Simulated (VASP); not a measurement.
# BaZnPF: Pb into a neighbouring Ba vacancy, part 2 of 4

How hard is this move in BaZnPF: Pb into a neighbouring Ba vacancy? Both ends are relaxed first, then a band of images between them. The start is a cell from a database of measured crystal structures.

VASP 6.6.1, plane waves and PAW; the level of theory is named at each step.

So far. Step 2 (Relax the host): The run ended after 5 ionic steps, 0.024 eV below its first step, once forces and stress met EDIFFG = -0.02.

## (3) Relax the start

This step: PBEsol; plane waves and PAW (Ba_sv, Pb, Zn, P, F) (VASP 6.6.1).

System of this step: Ba2Zn4P4PbF4. The cell holds 15 atoms: 2 Ba, 1 Pb, 4 Zn, 4 P and 4 F. Its edges and angles: a = 5.824 Å, b = 5.824 Å, c = 9.399 Å, α = 90.0°, β = 90.0°, γ = 90.0°. It derives from BaZnPF. Nearest the centre at fractional (0.250, 0.500, 0.500): F13 at 1.43 Å, F15 at 1.47 Å, Pb3 at 2.17 Å, F12 at 3.22 Å, F14 at 3.23 Å, P10 at 3.60 Å, Ba2 at 3.61 Å, Ba1 at 3.62 Å.

A path needs two true minima; the start is relaxed with symmetry off.

File INCAR:

```
SYSTEM = Ba2Zn4P4PbF4
PREC = Normal
ENCUT = 400
EDIFF = 1E-05
NELM = 120
ISMEAR = 0
SIGMA = 0.05
LREAL = Auto
ALGO = Fast
GGA = PS
NBANDS = 75
LORBIT = 11
LWAVE = .FALSE.
LCHARG = .FALSE.
NCORE = 5
LASPH = .TRUE.
IBRION = 2
NSW = 60
ISIF = 2
EDIFFG = -0.05
POTIM = 0.4
MAXMIX = 40
ISYM = 0
```

File POSCAR:

```
Ba2Zn4P4PbF4
1.0
    4.1179182574      4.1179182574      0.0000000000
   -4.1179182574      4.1179182574      0.0000000000
    0.0000000000      0.0000000000      9.3989100512
Ba Pb Zn P F
2 1 4 4 4
Direct
    0.7528344476      0.7511560063      0.6714608211
    0.7490339746      0.2553631786      0.3301921613
    0.2501072505      0.7527151373      0.3300180939
    0.0007832956     -0.0006452538      0.0011633540
    0.4978159740      0.5013928012     -0.0010259047
    0.5015507066     -0.0013577834     -0.0006223206
   -0.0025233641      0.5012742269      0.0000173258
    0.2524732422      0.7538117967      0.8534687678
    0.7388288804      0.2519965166      0.8509546542
    0.2494935611      0.2515440652      0.1491358879
    0.7524425400      0.7421565720      0.1478699391
    0.0065311510     -0.0033902291      0.5014109367
    0.4947495763      0.4972460143      0.5003563493
    0.4972842152     -0.0032452469      0.4985461577
   -0.0024691974      0.4978807060      0.4997908907
```

File KPOINTS:

```
Automatic mesh
0
Gamma
2 2 1
0 0 0
```

Potentials, in the order of the species: Ba_sv, Pb, Zn, P and F (PBE family, release 64).

Launch:

```
$ mpirun -np 5 vasp_std
```

The program printed:

```text
[banner, memory and clock lines left out]
running    5 mpi-ranks, on    1 nodes
 distrk:  each k-point on    5 cores,    1 groups
 distr:  one band on    5 cores,    1 groups

 POSCAR found type information on POSCAR BaPbZnP F
 POSCAR found :  5 types and      15 ions
 [... a notice as in an earlier step ...]

 [... a notice as in an earlier step ...]

 LDA part: xc-table for (Slater+PW92), standard interpolation
 POSCAR, INCAR and KPOINTS ok, starting setup
 FFT: planning ... GRIDC
 FFT: planning ... GRID_SOFT
 FFT: planning ... GRID
 WAVECAR not read
 entering main loop
       N       E                     dE             d eps       ncg     rms          rms(c)
DAV:   1     0.106346338507E+04    0.10635E+04   -0.45584E+04   600   0.138E+03
DAV:   2     0.104859915195E+03   -0.95860E+03   -0.90599E+03   624   0.369E+02
DAV:   3    -0.618013398124E+02   -0.16666E+03   -0.16278E+03   657   0.160E+02
DAV:   4    -0.723317599195E+02   -0.10530E+02   -0.10470E+02   776   0.388E+01
DAV:   5    -0.726041897546E+02   -0.27243E+00   -0.27208E+00   896   0.540E+00    0.166E+01
RMM:   6    -0.657029807539E+02    0.69012E+01   -0.26012E+01   600   0.207E+01    0.116E+01
RMM:   7    -0.651259423014E+02    0.57704E+00   -0.38661E+00   627   0.839E+00    0.609E+00
RMM:   8    -0.648619613170E+02    0.26398E+00   -0.13320E+00   653   0.321E+00    0.305E+00
RMM:   9    -0.648214563776E+02    0.40505E-01   -0.52690E-01   709   0.279E+00    0.115E+00
RMM:  10    -0.648300534493E+02   -0.85971E-02   -0.14581E-01   786   0.112E+00    0.543E-01
RMM:  11    -0.648309696564E+02   -0.91621E-03   -0.41740E-02   810   0.650E-01    0.172E-01
RMM:  12    -0.648324776744E+02   -0.15080E-02   -0.15997E-02   944   0.280E-01    0.106E-01
RMM:  13    -0.648329308636E+02   -0.45319E-03   -0.53264E-03   942   0.152E-01    0.569E-02
RMM:  14    -0.648332001759E+02   -0.26931E-03   -0.22101E-03   922   0.923E-02    0.289E-02
RMM:  15    -0.648333142085E+02   -0.11403E-03   -0.10350E-03   861   0.593E-02    0.117E-02
RMM:  16    -0.648333689902E+02   -0.54782E-04   -0.53340E-04   693   0.404E-02    0.700E-03
RMM:  17    -0.648333939809E+02   -0.24991E-04   -0.25487E-04   603   0.284E-02    0.563E-03
RMM:  18    -0.648334065917E+02   -0.12611E-04   -0.13402E-04   532   0.205E-02    0.399E-03
RMM:  19    -0.648334130396E+02   -0.64480E-05   -0.67978E-05   485   0.148E-02
   1 F= -.64833413E+02 E0= -.64827625E+02  d E =-.648334E+02
 curvature:   0.00 expect dE= 0.000E+00 dE for cont linesearch  0.000E+00
 trial: gam= 0.00000 g(F)=  0.841E+00 g(S)=  0.000E+00 ort = 0.000E+00 (trialstep = 0.100E+01)
 search vector abs. value=  0.841E+00
 bond charge predicted
       N       E                     dE             d eps       ncg     rms          rms(c)
DAV:   1    -0.653154240332E+02   -0.48202E+00   -0.71378E+01   618   0.300E+01    0.261E+00
RMM:   2    -0.655422743785E+02   -0.22685E+00   -0.27205E+00   625   0.549E+00    0.107E+00
RMM:   3    -0.655429993423E+02   -0.72496E-03   -0.31234E-01   659   0.187E+00    0.714E-01
RMM:   4    -0.655409154827E+02    0.20839E-02   -0.63211E-02   682   0.806E-01    0.339E-01
RMM:   5    -0.655412049226E+02   -0.28944E-03   -0.23409E-02   703   0.435E-01    0.274E-01
RMM:   6    -0.655412730860E+02   -0.68163E-04   -0.61701E-03   782   0.225E-01    0.991E-02
RMM:   7    -0.655414534137E+02   -0.18033E-03   -0.21075E-03   829   0.125E-01    0.451E-02
RMM:   8    -0.655415520204E+02   -0.98607E-04   -0.79543E-04   865   0.677E-02    0.222E-02
RMM:   9    -0.655415883770E+02   -0.36357E-04   -0.32849E-04   677   0.385E-02    0.146E-02
RMM:  10    -0.655416058538E+02   -0.17477E-04   -0.16578E-04   565   0.243E-02    0.887E-03
RMM:  11    -0.655416134153E+02   -0.75615E-05   -0.81684E-05   472   0.192E-02
   2 F= -.65541613E+02 E0= -.65537460E+02  d E =-.708200E+00
[... from here on, the cycles between the ionic steps are left out ...]
   3 F= -.65999682E+02 E0= -.65995946E+02  d E =-.116627E+01
   4 F= -.66000107E+02 E0= -.65996358E+02  d E =-.116669E+01
   5 F= -.66050608E+02 E0= -.66047427E+02  d E =-.505008E-01
   6 F= -.66064487E+02 E0= -.66061754E+02  d E =-.643797E-01
   7 F= -.66076740E+02 E0= -.66074130E+02  d E =-.122535E-01
   8 F= -.66078575E+02 E0= -.66076024E+02  d E =-.140880E-01
   9 F= -.66082309E+02 E0= -.66079739E+02  d E =-.373437E-02
  10 F= -.66085912E+02 E0= -.66083177E+02  d E =-.733718E-02
 curvature:  -3.48 expect dE=-0.209E-02 dE for cont linesearch -0.285E-05
 trial: gam= 0.22684 g(F)=  0.600E-03 g(S)=  0.000E+00 ort = 0.507E-04 (trialstep = 0.251E+01)
 search vector abs. value=  0.784E-03
 bond charge predicted
       N       E                     dE             d eps       ncg     rms          rms(c)
DAV:   1    -0.660850787629E+02    0.83632E-03   -0.90706E-01   634   0.375E+00    0.279E-01
RMM:   2    -0.660869393942E+02   -0.18606E-02   -0.19314E-02   653   0.484E-01    0.160E-01
RMM:   3    -0.660869709417E+02   -0.31547E-04   -0.14932E-03   661   0.154E-01    0.694E-02
RMM:   4    -0.660869738079E+02   -0.28662E-05   -0.29891E-04   663   0.601E-02    0.544E-02
RMM:   5    -0.660869658676E+02    0.79404E-05   -0.88906E-05   527   0.304E-02
  11 F= -.66086966E+02 E0= -.66084043E+02  d E =-.105376E-02
 trial-energy change:   -0.001054  1 .order   -0.001046   -0.001533   -0.000560
 step:   3.9502(harm=  3.9502)  dis= 0.00910  next Energy=   -66.087119 (dE=-0.121E-02)
 reached required accuracy - stopping structural energy minimisation
```

The job ended after 2.6 min (5 MPI ranks of AMD EPYC 7R43, shared host; peak memory 0.47 GiB; 13 min of CPU time).

OUTCAR, selected parts (step 3):

```text
 Found      4 irreducible k-points:

   k-points           NKPTS =      4   k-points in BZ     NKDIM =      4   number of bands    NBANDS=     75

   dimension x,y,z NGX =    28 NGY =   28 NGZ =   48
   dimension x,y,z NGXF=    56 NGYF=   56 NGZF=   96

   ENCUT  =  400.0 eV  29.40 Ry    5.42 a.u.   9.50  9.50 15.33*2*pi/ulx,y,z

   NELECT =     120.0000    total number of electrons

 E-fermi :   1.8214

 k-point     1 :       0.0000    0.0000    0.0000
  band No.  band energies     occupation
    ...
     54      -0.3324      2.00000
     55      -0.1678      2.00000
     56      -0.0963      2.00000
     57      -0.0297      2.00000
     58       0.0918      2.00000
     59       2.0357      0.00000
     60       2.2345      0.00000
     61       2.2591      0.00000
     62       2.8829      0.00000
     63       4.1365      0.00000
    ...

 k-point     2 :       0.5000    0.0000    0.0000
  band No.  band energies     occupation
    ...
     56       0.7938      2.00000
     57       0.8345      2.00000
     58       0.8366      2.00000
     59       1.1606      2.00000
     60       1.6472      2.00000
     61       1.8686      0.18251
     62       5.0733      0.00000
     63       5.3757      0.00000
     64       5.5782      0.00000
     65       5.6939      0.00000
    ...

  Total       -8.1988919     -8.1681583     -3.8873256     -0.9318071      0.0088052     -0.0125597
  in kB      -41.2100188    -41.0555426    -19.5388306     -4.6835340      0.0442576     -0.0631288
  external PRESSURE =     -33.9347973 kB  Pullay stress =       0.0000000 kB

  energy-cutoff  :      400.00
  volume of cell :      318.76
      direct lattice vectors                 reciprocal lattice vectors
     4.117918257  4.117918257  0.000000000     0.121420574  0.121420574  0.000000000
    -4.117918257  4.117918257  0.000000000    -0.121420574  0.121420574  0.000000000
     0.000000000  0.000000000  9.398910051     0.000000000  0.000000000  0.106395315

 POSITION                                       TOTAL-FORCE (eV/Angst)
 -----------------------------------------------------------------------------------
     -0.00351      6.17351      6.21564         0.009351      0.000932     -0.021408
      2.05855      4.11517      3.25740        -0.000224      0.002164     -0.018140
     -2.05828      4.11154      3.37817         0.000319      0.001976     -0.043605
      4.09878      4.13200      0.00782         0.004441      0.008813      0.015064
      0.00541      4.09700      0.00474         0.003649     -0.006909      0.009748
      2.03925      2.06716      0.01328        -0.007409      0.005547      0.003166
     -2.04392      2.04409      9.39880         0.007877     -0.004286      0.021557
     -2.06837      4.11662      8.14466         0.003540      0.000765      0.015571
      2.05394      4.11329      8.05304        -0.003556     -0.004896      0.003759
     -0.00422      2.05693      1.35669        -0.002758     -0.002270      0.014779
     -0.00133      6.17224      1.34846        -0.000140      0.001271      0.004424
     -4.02151      4.04420      4.58681         0.009292      0.004276     -0.003427
     -0.09495      4.18443      4.58829        -0.013270     -0.006896     -0.006623
     -1.97832      6.07658      4.58064        -0.021502     -0.005180      0.001752
     -2.13632      2.15086      4.58638         0.010390      0.004693      0.003383
 -----------------------------------------------------------------------------------
    total drift:                               -0.004091      0.007126      0.006708

  FREE ENERGIE OF THE ION-ELECTRON SYSTEM (eV)
  ---------------------------------------------------
  free  energy   TOTEN  =       -66.0869658676 eV

  energy  without entropy=      -66.0811209071  energy(sigma->0) =      -66.08404339

 total charge
# of ion       s       p       d       tot
------------------------------------------
    1        1.999   5.610   0.272   7.881
    2        2.001   5.612   0.297   7.910
    3        1.779   0.906   0.195   2.880
    4        0.546   0.506   9.751  10.804
    5        0.546   0.505   9.751  10.802
    6        0.546   0.506   9.751  10.803
    7        0.546   0.505   9.751  10.803
    8        1.051   1.421   0.000   2.472
    9        1.052   1.417   0.000   2.469
   10        1.049   1.424   0.000   2.473
   11        1.049   1.420   0.000   2.469
   12        1.774   4.355   0.000   6.130
   13        1.774   4.355   0.000   6.130
   14        1.774   4.356   0.000   6.131
   15        1.774   4.356   0.000   6.130
--------------------------------------------------
tot         19.262  37.255  39.768  96.285

[... 1 part as in an earlier step ...]

[... 5 further parts left out ...]
```

CONTCAR:

```
Ba2Zn4P4PbF4
   1.00000000000000
     4.1179182574000004    4.1179182574000004    0.0000000000000000
    -4.1179182574000004    4.1179182574000004    0.0000000000000000
     0.0000000000000000    0.0000000000000000    9.3989100511999997
  Ba              Pb              Zn              P               F
     2     1     4     4     4
Direct
     0.7491645509767333    0.7500177156835985    0.6613152579709309
     0.7496163063959086    0.2497151584334278    0.3465721861658832
     0.2493077646937465    0.7491429407879712    0.3594219533941194
     0.9993858465620240    0.0040343084279101    0.0008316105880625
     0.4981159761050159    0.4968032607038794    0.0005047563669009
     0.4986031967111861    0.0033882795248652    0.0014125839862471
     0.0000209897368619    0.4963688294678589    0.9999880424981532
     0.2486993913173812    0.7509851335428147    0.8665534149082277
     0.7488278198605380    0.2500473130572040    0.8568062487535776
     0.2492406695323917    0.2502663102729945    0.1443451744473334
     0.7492747083892850    0.7495985028996301    0.1434699217585695
     0.0027545577380791    0.9793428098163083    0.4880155916922338
     0.4965470720604800    0.5196058349067116    0.4881721601087052
     0.4976129828524582    0.9780301109775916    0.4873588768895395
     0.0017644206679051    0.5205519993972313    0.4879693346715092
```

The data set Pb keeps the semicore shell frozen, which is cheaper and a little less accurate.

Relaxation path:

| step | energy less that of the first step (eV) | largest force (eV/Å) |
| --- | --- | --- |
| 1 | 0.0000 | 2.8849 |
| 2 | -0.7082 | 2.0943 |
| 3 | -1.1663 | 0.5452 |
| 4 | -1.1667 | 0.5364 |
| 5 | -1.2172 | 0.3499 |
| 6 | -1.2311 | 0.3904 |
| 7 | -1.2433 | 0.1093 |
| 8 | -1.2452 | 0.1149 |
| 9 | -1.2489 | 0.0815 |
| 10 | -1.2525 | 0.0533 |
| 11 | -1.2536 | 0.0437 |

The atoms that moved most (Å):

```
atom      dx      dy      dz  length
 Pb3   0.011  -0.018   0.276   0.277
 F15  -0.076   0.111  -0.111   0.174
 F13  -0.085   0.099  -0.115   0.174
 F12   0.056  -0.087  -0.126   0.163
 Ba2   0.026  -0.021   0.154   0.157
 F14   0.078  -0.076  -0.105   0.151
  P8  -0.004  -0.027   0.123   0.126
 Ba1  -0.010  -0.020  -0.095   0.098
```

Final coordinates:

```
Ba Pb Zn P F
1.0
     4.11792    4.11792    0.00000
    -4.11792    4.11792    0.00000
     0.00000    0.00000    9.39891
Ba Pb Zn P F
2 1 4 4 4
Direct
  0.74916 0.75002 0.66132
  0.74962 0.24972 0.34657
  0.24931 0.74914 0.35942
  0.99939 0.00403 0.00083
  0.49812 0.49680 0.00050
  0.49860 0.00339 0.00141
  0.00002 0.49637 0.99999
  0.24870 0.75099 0.86655
  0.74883 0.25005 0.85681
  0.24924 0.25027 0.14435
  0.74927 0.74960 0.14347
  0.00275 0.97934 0.48802
  0.49655 0.51961 0.48817
  0.49761 0.97803 0.48736
  0.00176 0.52055 0.48797
```

Numbers from this step:

```
electronic cycles                               : 97
electrons                                       : 120
free energy (TOTEN)                             : -66.0870 eV
energy at zero smearing                         : -66.0840 eV
Fermi energy                                    : 1.821 eV
labelled metallic, from the levels on this mesh : yes
```

The run ended after 11 ionic steps, 1.254 eV below its first step, once the forces on the free atoms met EDIFFG = -0.05.

(Part 2 of 4 ends here.)

[Lines on the potential files, build, host, timing and source positions are cut from VASP's logs without a mark.]

[Logs are printed without paths, hosts, clocks, repeated set-up lines and the standing remarks that a program may print on its own settings, such as how far it seeks lower states.]

[Hosts, paths, dates, database ids (printed as entryN), source tags and the programs' standing remarks are cut or masked in the printed files.]

[Runs that stopped without an error message from VASP are left out.]
